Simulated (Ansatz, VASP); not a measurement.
# Na2WO4: VASP beside Ansatz, part 3 of 3

Aim: how closely do two programs agree when they are given the same cell, functional and k mesh? Of the first pair: The cell is taken from a series of runs on this material, whose earlier steps may have relaxed, scaled, displaced or heated it; both programs get it as it stands.

VASP 6.6.1 and Ansatz 0.2.0.

So far: Ansatz: relaxation of cell and atoms, PBEsol, pair 1; Comparison; Ansatz: relaxation of cell and atoms, PBEsol, pair 2; VASP: relaxation of cell and atoms, PBEsol, pair 2; Side by side; Ansatz: relaxation of cell and atoms, LDA.

### 9. VASP: relaxation of cell and atoms, LDA

Level of this step: LDA, no spin polarisation; plane waves and PAW (Na_pv, W, O) (VASP).

Its own start cell and the same functional (in two slightly different forms) and mesh now go to VASP, with its own data sets.

Contents of INCAR:

```
SYSTEM = Na2WO4
PREC = Accurate
ENCUT = 600
EDIFF = 1E-07
NELM = 120
ISMEAR = 0
SIGMA = 0.01
LREAL = .FALSE.
ALGO = Normal
GGA = PW92
NBANDS = 58
LASPH = .TRUE.
LORBIT = 11
LWAVE = .FALSE.
LCHARG = .FALSE.
ISIF = 3
IBRION = 2
NSW = 80
EDIFFG = -0.005
GGA_COMPAT = .FALSE.
NELMIN = 4
EFERMI = MIDGAP
KPAR = 4
```

Contents of POSCAR:

```
Na2WO4
1.0
    0.0000000000      4.4656060802      4.4656060802
    4.4656060802      0.0000000000      4.4656060802
    4.4656060802      4.4656060802      0.0000000000
Na W O
4 2 8
Direct
    0.6250000275      0.6250000275      0.6250001372
    0.1250000275      0.6250000275      0.6250001372
    0.6250000275      0.6250000275      0.1250001372
    0.6250000275      0.1250000275      0.6250001372
    0.0000000275      0.0000000275      0.0000001372
    0.2500000275      0.2500000275      0.2500001372
    0.8846416620      0.8846416620      0.8846417718
    0.9039249309      0.3653583929      0.3653585027
    0.8846416620      0.8846416620      0.3460752338
    0.3653583929      0.9039249309      0.3653585027
    0.3460751240      0.8846416620      0.8846417718
    0.3653583929      0.3653583929      0.3653585027
    0.8846416620      0.3460751240      0.8846417718
    0.3653583929      0.3653583929      0.9039250407
```

Contents of KPOINTS:

```
Automatic mesh
0
Gamma
4 4 4
0 0 0
```

PAW data sets: Na_pv, W and O (LDA family, release 64).

The run is started by

```
> mpirun -np 4 vasp_std
```

Numbers of over 12 decimals in the logs are rounded to 6 here.

Output:

```text
[banner, memory and clock lines left out]
running    4 mpi-ranks, on    1 nodes
[...]
[... a notice as in an earlier step ...]

 LDA part: xc-table for (Slater(with rela. corr.)+PW92), standard interpolation
 POSCAR, INCAR and KPOINTS ok, starting setup
[...]
entering main loop
       N       E                     dE             d eps       ncg     rms          rms(c)
DAV:   1     0.109255560545E+04    0.10926E+04   -0.46963E+04   928   0.188E+03
DAV:   2     0.657021471836E+02   -0.10269E+04   -0.97073E+03   992   0.503E+02
DAV:   3    -0.122480606050E+03   -0.18818E+03   -0.18341E+03  1058   0.207E+02
DAV:   4    -0.132832812339E+03   -0.10352E+02   -0.10215E+02  1086   0.521E+01
[...]
DAV:  16    -0.109726235922E+03   -0.10091E-06   -0.36162E-06  1094   0.819E-03    0.479E-03
DAV:  17    -0.109726235726E+03    0.19635E-06   -0.30446E-07   836   0.334E-03    0.361E-03
DAV:  18    -0.109726235665E+03    0.61119E-07   -0.35253E-07   898   0.250E-03
   1 F= -.10972624E+03 E0= -.10972624E+03  d E =-.109726E+03
[...]
DAV:   5    -0.109726205340E+03    0.82163E-06   -0.13602E-06  1142   0.765E-03    0.858E-03
DAV:   6    -0.109726205226E+03    0.11432E-06   -0.48835E-07   858   0.395E-03    0.812E-04
DAV:   7    -0.109726205212E+03    0.14086E-07   -0.53898E-08   550   0.141E-03
   2 F= -.10972621E+03 E0= -.10972621E+03  d E =0.304532E-04
 trial-energy change:    0.000030  1 .order    0.000032   -0.000042    0.000107
 step:   0.2986(harm=  0.2839)  dis= 0.00005  next Energy=  -109.726242 (dE=-0.636E-05)
[...]
N       E                     dE             d eps       ncg     rms          rms(c)
DAV:   1    -0.109726316159E+03   -0.11093E-03   -0.32764E-03   992   0.370E-01    0.810E-02
DAV:   2    -0.109726257569E+03    0.58590E-04   -0.20942E-04  1032   0.806E-02    0.948E-02
DAV:   3    -0.109726247644E+03    0.99250E-05   -0.15671E-05  1016   0.249E-02    0.467E-02
DAV:   4    -0.109726242495E+03    0.51482E-05   -0.69154E-06  1108   0.178E-02    0.987E-03
DAV:   5    -0.109726242087E+03    0.40883E-06   -0.66275E-07   998   0.537E-03    0.617E-03
DAV:   6    -0.109726242030E+03    0.56822E-07   -0.26680E-07   708   0.314E-03
   3 F= -.10972624E+03 E0= -.10972624E+03  d E =-.636495E-05
[...]
reached required accuracy - stopping structural energy minimisation
```

From OUTCAR (step 9):

```text
  Total        0.0017115      0.0017115      0.0017115      0.0000000      0.0000000      0.0000000
  in kB        0.0153941      0.0153941      0.0153941      0.0000000      0.0000000      0.0000000
  external PRESSURE =       0.0153941 kB  Pullay stress =       0.0000000 kB

 POSITION                                       TOTAL-FORCE (eV/Angst)
 -----------------------------------------------------------------------------------
      5.58232      5.58232      5.58232         0.000000      0.000000      0.000000
      5.58232      3.34939      3.34939         0.000000      0.000000      0.000000
      3.34939      3.34939      5.58232         0.000000      0.000000      0.000000
      3.34939      5.58232      3.34939         0.000000      0.000000      0.000000
      0.00000      0.00000      0.00000         0.000000      0.000000      0.000000
      2.23293      2.23293      2.23293         0.000000      0.000000      0.000000
      7.90132      7.90132      7.90132         0.001795      0.001795      0.001795
      3.26332      5.66839      5.66839        -0.001795      0.001795      0.001795
      5.49625      5.49625      7.90132        -0.001795     -0.001795      0.001795
      5.66839      3.26332      5.66839         0.001795     -0.001795      0.001795
      7.90132      5.49625      5.49625         0.001795     -0.001795     -0.001795
      3.26332      3.26332      3.26332        -0.001795     -0.001795     -0.001795
      5.49625      7.90132      5.49625        -0.001795      0.001795     -0.001795
      5.66839      5.66839      3.26332         0.001795      0.001795     -0.001795
 -----------------------------------------------------------------------------------
    total drift:                               -0.003680     -0.003680     -0.000347

  FREE ENERGIE OF THE ION-ELECTRON SYSTEM (eV)
  ---------------------------------------------------
  free  energy   TOTEN  =      -109.7262420298 eV

  energy  without entropy=     -109.7262420298  energy(sigma->0) =     -109.72624203

[... 2 parts as in an earlier step ...]

[... 2 further parts left out ...]
[key lines of the parts left out:]
E-fermi :   2.5025
```

### 10. Side by side

What differs besides the data sets and the points named for the pairs above, as far as they apply: the data sets hold 112 valence electrons in Ansatz (on its PAW soft_1 files) and 88 in VASP; VASP's log shows a relativistic correction to its local exchange, Ansatz's none. Total energies have different zeros and are not compared.

Both answers:

| quantity | Ansatz | VASP | difference |
| --- | --- | --- | --- |
| volume (Å³) | 178.08 | 178.13 | -0.03 % |
| edge a after relaxation, in the typed setting (Å) | 6.315 | 6.316 | -0.01 % |

### 11. What came out

```json
{
  "difference in volume (relaxation of cell and atoms, PBEsol, pair 1)": "-0.13 %",
  "difference in volume (relaxation of cell and atoms, PBEsol, pair 2)": "-0.13 %",
  "difference in volume (relaxation of cell and atoms, LDA)": "-0.031 %"
}
```

What this shows: The difference in volume is -0.13 % (relaxation of cell and atoms, PBEsol, pair 1), within the 1.2 % picked in this series as the mark of a large difference, as far as the stopping tolerances let one tell. The data sets hold unlike numbers of valence electrons (112 in Ansatz and 88 in VASP), so part of the differences may come from the potentials. 1 further pair of this series is not shown here. How closely two codes agree says nothing of how well the functional describes the real material.

[Lines on the potential files, build, host, timing and source positions are cut from VASP's logs without a mark.]

[Logs are printed without paths, hosts, clocks, repeated set-up lines and the standing remarks that a program may print on its own settings, such as how far it seeks lower states.]

[Hosts, paths, dates, database ids (printed as entryN), source tags and the programs' standing remarks are cut or masked in the printed files.]
